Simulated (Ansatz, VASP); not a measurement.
# Cross-check of SbH3 between VASP and Ansatz, part 2 of 2

Wanted: the spread between two codes on one cell, functional and k mesh. The cell is generated by rule, not measured, and may not be a known phase. Of the first pair: The cell is taken from a series of runs on this material, whose earlier steps may have relaxed, scaled, displaced or heated it; both programs get it as it stands.

VASP 6.6.1 and Ansatz 0.2.0.

So far: The structure; Ansatz: relaxation of cell and atoms, LDA, pair 1; VASP: relaxation of cell and atoms, LDA, pair 1; Comparison.

### 5. VASP: relaxation of cell and atoms, LDA, pair 2

Level of this step: LDA; plane waves and PAW (Sb, H); invented cell (VASP).

The relaxed volume is the usual yardstick between codes: in a stiff, nearly cubic crystal its relative difference is about their pressure difference at one cell divided by the bulk modulus. Its start cell is another than that of the pair before, and may be another structure of the material.

File INCAR:

```
SYSTEM = SbH3
PREC = Accurate
ENCUT = 500
EDIFF = 1E-07
NELM = 120
ISMEAR = 0
SIGMA = 0.1
LREAL = .FALSE.
ALGO = Normal
GGA = CA
NBANDS = 10
LORBIT = 11
LWAVE = .FALSE.
LCHARG = .FALSE.
ISIF = 3
IBRION = 2
NSW = 80
EDIFFG = -0.005
LASPH = .TRUE.
GGA_COMPAT = .FALSE.
NELMIN = 4
KPAR = 2
```

File POSCAR:

```
SbH3
1.0
    3.9610724918      0.0000000000      0.0000000000
    0.0000000000      3.9610724918      0.0000000000
    0.0000000000      0.0000000000      3.9610724918
Sb H
1 3
Direct
    0.0000000000      0.0000000000      0.0000000000
    0.5000000000      0.0000000000      0.0000000000
    0.0000000000      0.5000000000      0.0000000000
    0.0000000000      0.0000000000      0.5000000000
```

File KPOINTS:

```
Automatic mesh
0
Gamma
8 8 8
0 0 0
```

The projector-augmented-wave data sets are Sb and H (LDA family, release 64).

On the command line:

```
mpirun -np 2 vasp_std
```

Numbers of over 12 decimals in the logs are rounded to 6 here.

Output:

```text
[... set-up lines as in an earlier step ...]
 entering main loop
       N       E                     dE             d eps       ncg     rms          rms(c)
DAV:   1     0.114086621614E+02    0.11409E+02   -0.26537E+03   700   0.554E+02
DAV:   2    -0.128238309725E+02   -0.24232E+02   -0.22496E+02   938   0.898E+01
DAV:   3    -0.140102304380E+02   -0.11864E+01   -0.11798E+01   854   0.218E+01
DAV:   4    -0.140183857160E+02   -0.81553E-02   -0.81529E-02   862   0.205E+00
[...]
DAV:  13    -0.134959063395E+02   -0.47017E-06   -0.50502E-06   786   0.147E-02    0.716E-03
DAV:  14    -0.134959061497E+02    0.18979E-06   -0.43588E-07   740   0.321E-03    0.435E-03
DAV:  15    -0.134959061536E+02   -0.38713E-08   -0.14309E-07   414   0.204E-03
   1 F= -.13495906E+02 E0= -.13491305E+02  d E =-.134959E+02
[...]
N       E                     dE             d eps       ncg     rms          rms(c)
DAV:   1    -0.134959447611E+02   -0.38611E-04   -0.33825E-04   766   0.973E-02    0.143E-02
DAV:   2    -0.134959360754E+02    0.86857E-05   -0.13076E-05   724   0.212E-02    0.102E-02
DAV:   3    -0.134959324117E+02    0.36637E-05   -0.92073E-06   762   0.138E-02    0.227E-03
DAV:   4    -0.134959322944E+02    0.11728E-06   -0.38315E-07   730   0.418E-03    0.180E-03
DAV:   5    -0.134959322499E+02    0.44546E-07   -0.79238E-08   384   0.151E-03
   2 F= -.13495932E+02 E0= -.13491341E+02  d E =-.260963E-04
 trial-energy change:   -0.000026  1 .order   -0.000026   -0.000040   -0.000013
 step:   1.4833(harm=  1.4833)  dis= 0.00000  next Energy=   -13.495936 (dE=-0.296E-04)
 reached required accuracy - stopping structural energy minimisation
```

From OUTCAR (step 5):

```text
  Total       -0.0108159     -0.0108159     -0.0108159     -0.0000000      0.0000000      0.0000000
  in kB       -0.2791622     -0.2791622     -0.2791622     -0.0000000      0.0000000      0.0000000
  external PRESSURE =      -0.2791622 kB  Pullay stress =       0.0000000 kB

 POSITION                                       TOTAL-FORCE (eV/Angst)
 -----------------------------------------------------------------------------------
      0.00000      0.00000      0.00000        -0.000000     -0.000000      0.000000
      1.97974      0.00000     -0.00000         0.000000      0.000000      0.000000
      0.00000      1.97974      0.00000         0.000000      0.000000      0.000000
      0.00000      0.00000      1.97974         0.000000      0.000000      0.000000
 -----------------------------------------------------------------------------------
    total drift:                                0.000000      0.000000      0.000000

  FREE ENERGIE OF THE ION-ELECTRON SYSTEM (eV)
  ---------------------------------------------------
  free  energy   TOTEN  =       -13.4959322499 eV

  energy  without entropy=      -13.4867504345  energy(sigma->0) =      -13.49134134

[... 1 part as in an earlier step ...]

[... 3 further parts left out ...]
[key lines of the parts left out:]
E-fermi :   2.3365
```

### 6. Ansatz: relaxation of cell and atoms, LDA, pair 2

Its own start cell and the same functional (in two slightly different forms), mesh and smearing now go to Ansatz, which takes its cutoff from its data sets.

The two relaxations start from unlike cells of this crystal (the structure described is Ansatz's start), so only their ends are compared.

File input.yaml:

```yaml
crystal:
  lattice:
    - [4.268, 0.0, 0.0]
    - [0.0, 4.268, 0.0]
    - [0.0, 0.0, 4.268]
  atoms:
    - { symbol: Sb, position: [0.0, 0.0, 0.0] }
    - { symbol: H, position: [0.5, 0.0, 0.0] }
    - { symbol: H, position: [0.0, 0.5, 0.0] }
    - { symbol: H, position: [0.0, 0.0, 0.5] }
kpoints:
  mp_grid: { grid: [8, 8, 8] }
hamiltonian:
  xc: lda
  pseudopotentials: { kind: nc, accuracy: standard }
scf:
  occupations: { method: gaussian, width: 0.1 }
output:
  forces: true
  stress: true
  eigenvalues: true
  write_density: true
  write_potential: true
  elf: true
  volumetric_format: npy
relax:
  adjacent_minimum: "off"
  f_tol: 0.003
  max_steps: 80
  cell: { stress_tol: 0.03 }
```

On the command line:

```
ansatz run input.yaml --threads 4 --pin off --max-ram 8192MiB --backend cpu --events-out ev --progress --plain --runs-dir out
```

Output:

```text
[...]
Crystal: 4 atoms, lattice volume = 77.745 Å³
Basis set: ecut = 1142.878222 eV, 6859 PW (Γ)
Bands: 13, of which v1, the nominal top of the filled ones, is band 9 counted from 1 (8 counted from 0)
Symmetry: 48 space group operations
[...]
k-points: 35 of 512
[...]
k-point 34: bands = [... 5 lower, -4.7285, -2.0752, -2.0752, -2.0752, 7.3117, 7.3117, 7.3117, 10.0872]
--- Relaxed structure (5 steps of the walk, 5 accepted, 1 SCFs on fresh bases) ---
[...]
cell:  # Å, volume = 61.6787 Å³
    - [3.951042, 0, 0]
    - [0, 3.951042, 0]
    - [0, 0, 3.951042]
  atoms:
    - { symbol: Sb, position: [0, 0, 0] }
    - { symbol: H, position: [0.500000, 0, 0] }
    - { symbol: H, position: [0, 0.500000, 0] }
    - { symbol: H, position: [0, 0, 0.500000] }
[key lines of the parts left out:]
SCF converged after 4 iterations
Free energy (F): -2513.276122 eV
Fermi energy:    3.985423 eV
P = ⅓ Tr σ = -0.0100 GPa (-0.100 kbar)
```

### 7. Comparison

What differs besides the data sets and the points named for the pairs above, as far as they apply: the data sets hold 18 valence electrons in Ansatz (on norm-conserving files, of PseudoDojo where its log says so) and 8 in VASP. Total energies have different zeros and are not compared.

Both answers:

```csv
quantity,Ansatz,VASP,difference
volume (Å³),61.68,62.07,-0.64 %
"edge a after relaxation, in the typed setting (Å)",3.951,3.959,-0.21 %
```

### 8. VASP: zone-centre phonons, LDA

Second derivatives magnify differences that forces hide, and they need a tight electronic threshold.

File INCAR:

```
SYSTEM = SbH3
PREC = Accurate
ENCUT = 500
EDIFF = 1E-08
NELM = 120
ISMEAR = 0
SIGMA = 0.27211
LREAL = .FALSE.
ALGO = Normal
GGA = CA
NBANDS = 10
LORBIT = 11
LWAVE = .FALSE.
LCHARG = .FALSE.
ISIF = 2
IBRION = 8
LASPH = .TRUE.
GGA_COMPAT = .FALSE.
KPAR = 2
```

File POSCAR:

```
SbH3
1.0
    3.9510253381      0.0000000000      0.0000000000
    0.0000000000      3.9510253381      0.0000000000
    0.0000000000      0.0000000000      3.9510253381
Sb H
1 3
Direct
    0.0000000000      0.0000000000      0.0000000000
    0.5000000000      0.0000000000      0.0000000000
    0.0000000000      0.5000000000      0.0000000000
    0.0000000000      0.0000000000      0.5000000000
```

KPOINTS is that of step 5.

On the command line:

```
mpirun -np 2 vasp_std
```

Output:

```text
[... set-up lines as in an earlier step ...]
 entering main loop
       N       E                     dE             d eps       ncg     rms          rms(c)
DAV:   1     0.114748332749E+02    0.11475E+02   -0.28058E+03   708   0.566E+02
DAV:   2    -0.129086049711E+02   -0.24383E+02   -0.22961E+02   946   0.884E+01
DAV:   3    -0.140268851052E+02   -0.11183E+01   -0.11112E+01   850   0.213E+01
DAV:   4    -0.140343844401E+02   -0.74993E-02   -0.74968E-02   918   0.199E+00
[...]
DAV:  13    -0.135230599260E+02   -0.49060E-07   -0.23140E-06   770   0.111E-02    0.565E-03
DAV:  14    -0.135230598063E+02    0.11969E-06   -0.58367E-07   752   0.359E-03    0.763E-03
DAV:  15    -0.135230598152E+02   -0.88644E-08   -0.51862E-08   784   0.162E-03
   1 F= -.13523060E+02 E0= -.13493718E+02  d E =-.586838E-01
 Linear response reoptimize wavefunctions to high precision
DAV:   1    -0.135230598094E+02    0.57490E-08   -0.73207E-09   744   0.410E-04
DAV:   2    -0.135230598095E+02   -0.75630E-10   -0.49509E-10   396   0.157E-04
 Linear response DOF=           3
 Linear response progress:
[...]
RMM:   8    -0.196439329740E-01   -0.95595E-06   -0.85991E-11  2517   0.868E-05    0.219E-05
RMM:   9    -0.196439529274E-01   -0.19953E-07   -0.59676E-10  2417   0.346E-05    0.882E-06
RMM:  10    -0.196439528535E-01    0.73892E-10   -0.64672E-10  2581   0.740E-06    0.208E-06
 first order change of Fermi-energy   0.44606E-04
 force on displaced ion       2 direction 1 :   6.905  -0.000   0.000
 Linear response progress:
  Degree of freedom:   3/  3
       N       E                     dE             d eps       ncg     rms          rms(c)
RMM:   1    -0.146591700257E-01   -0.14659E-01   -0.82081E-03  4794   0.525E-01
RMM:   2    -0.144239801024E-01    0.23519E-03   -0.28647E-04  3902   0.959E-02    0.596E-02
RMM:   3    -0.146536223342E-01   -0.22964E-03   -0.24611E-05  3975   0.242E-02    0.344E-02
RMM:   4    -0.150830581764E-01   -0.42944E-03   -0.38298E-05  3874   0.282E-02    0.208E-03
[...]
RMM:   8    -0.151005431746E-01   -0.10998E-06   -0.27351E-12  4310   0.410E-05    0.109E-05
RMM:   9    -0.151005011309E-01    0.42044E-07    0.18868E-11  4103   0.169E-05    0.243E-06
RMM:  10    -0.151005069788E-01   -0.58479E-08    0.66804E-11  4200   0.431E-06    0.790E-07
 first order change of Fermi-energy  -0.27954E-03
 force on displaced ion       2 direction 2 :   0.000  -1.105   0.000
 Linear response finished
```

Parts of OUTCAR (step 8):

```text
  Total        0.1303671      0.1303671      0.1303671     -0.0000000     -0.0000000     -0.0000000
  in kB        3.3864842      3.3864842      3.3864842     -0.0000000     -0.0000000     -0.0000000
  external PRESSURE =       3.3864842 kB  Pullay stress =       0.0000000 kB

 POSITION                                       TOTAL-FORCE (eV/Angst)
 -----------------------------------------------------------------------------------
      0.00000      0.00000      0.00000         0.000000      0.000000      0.000000
      1.97551      0.00000      0.00000         0.000000      0.000000      0.000000
      0.00000      1.97551      0.00000         0.000000      0.000000      0.000000
      0.00000      0.00000      1.97551         0.000000      0.000000      0.000000
 -----------------------------------------------------------------------------------
    total drift:                                0.000000      0.000000      0.000000

[... 1 part as in an earlier step ...]

[... 1 further part left out ...]
```

### 9. Ansatz: zone-centre phonons, LDA

The same cell, functional (in two slightly different forms), mesh and smearing now go to Ansatz, which takes its cutoff from its data sets.

The cell is taken from a series of runs on this material, whose earlier steps may have relaxed, scaled, displaced or heated it; both programs get it as it stands.

input.yaml, the sections that differ from step 6:

```yaml
crystal:
  lattice:
    - [3.9510253381, 0.0, 0.0]
    - [0.0, 3.9510253381, 0.0]
    - [0.0, 0.0, 3.9510253381]
  atoms:
    - { symbol: Sb, position: [0.0, 0.0, 0.0] }
    - { symbol: H, position: [0.5, 0.0, 0.0] }
    - { symbol: H, position: [0.0, 0.5, 0.0] }
    - { symbol: H, position: [0.0, 0.0, 0.5] }
scf:
  occupations: { method: gaussian, width: 0.27211 }
output:
  eigenvalues: true
phonons:
  method: dfpt
# kpoints, hamiltonian: as in step 6
# relax: removed
```

On the command line:

```
ansatz run input.yaml --threads 4 --pin off --max-ram 8192MiB --backend cpu --events-out ev --progress --plain --runs-dir out
```

Output:

```text
zone centre: on kpoints.mp_grid the ground state, and the responses unless they are solved on pairs of k-points, stand on 125 of the mesh's 512 k-points, reduced under 8 symmetry operations, with k and −k counted as one. Each operation leaves every solved displacement unchanged or reverses it
[...]
Crystal: 4 atoms, lattice volume = 61.678 Å³
[...]
k mesh reduced under 8 symmetry operations, with k and −k counted as one. Each operation leaves every solved displacement unchanged or reverses it
  ASR residual: 6.737e-5 → 0.000e0 eV/Å²; symmetrization residual: 5.414e-6 eV/Å²
  ASR residual per site (eV/Å²): 6.74e-5 2.02e-5 2.02e-5 2.02e-5
  Γ frequencies (cm⁻¹): -1414.95 -1414.95 -1414.95 0.00 0.00 0.00 548.88 548.88 548.88 574.07 574.07 574.07
  non-analytic LO–TO correction: not included (Born effective charges unavailable; polar crystals: no LO–TO splitting at Γ)
[key lines of the parts left out:]
SCF converged after 8 iterations
Free energy (F): -2513.303934 eV
Fermi energy:    3.993391 eV
```

### 10. Differences

What differs besides the data sets and the points named for the pairs above, as far as they apply: the data sets hold 18 valence electrons in Ansatz (on norm-conserving files, of PseudoDojo where its log says so) and 8 in VASP. Total energies have different zeros and are not compared.

The two programs side by side:

```csv
quantity,Ansatz,VASP,difference
"optical mode 1 to 3 (imaginary, printed as negative) (cm⁻¹)",-1415.0,-1379.7,-35.2
optical mode 4 to 6 (cm⁻¹),548.9,540.7,+1.52 %
optical mode 7 to 9 (cm⁻¹),574.1,566.5,+1.33 %
```

Modes are paired by rising frequency, not by their patterns, so a pair may set unlike modes beside each other; they are those without the splitting of longitudinal modes.

### 11. Summary of results

- difference in volume (relaxation of cell and atoms, LDA, pair 1): -0.64 %
- difference in volume (relaxation of cell and atoms, LDA, pair 2): -0.64 %
- r.m.s. difference of the optical zone-centre modes, each program's sorted by frequency (zone-centre phonons, LDA): 21 cm⁻¹
- difference in optical mode 4 to 6 (zone-centre phonons, LDA): +1.5 %

The difference in volume is -0.64 % (relaxation of cell and atoms, LDA, pair 2), within the 1.2 % picked in this series as the mark of a large difference, as far as the stopping tolerances let one tell. The data sets hold unlike numbers of valence electrons (18 in Ansatz and 8 in VASP), so part of the differences comes from the potentials. Among the rows given in per cent, the largest difference of the zone-centre phonons, LDA pair is in optical mode 4 to 6, +1.5 %. How closely two codes agree says nothing of how well the functional describes the real material.

[Lines on the potential files, build, host, timing and source positions are cut from VASP's logs without a mark.]

[Logs are printed without paths, hosts, clocks, repeated set-up lines and the standing remarks that a program may print on its own settings, such as how far it seeks lower states.]

[Hosts, paths, dates, database ids (printed as entryN), source tags and the programs' standing remarks are cut or masked in the printed files.]
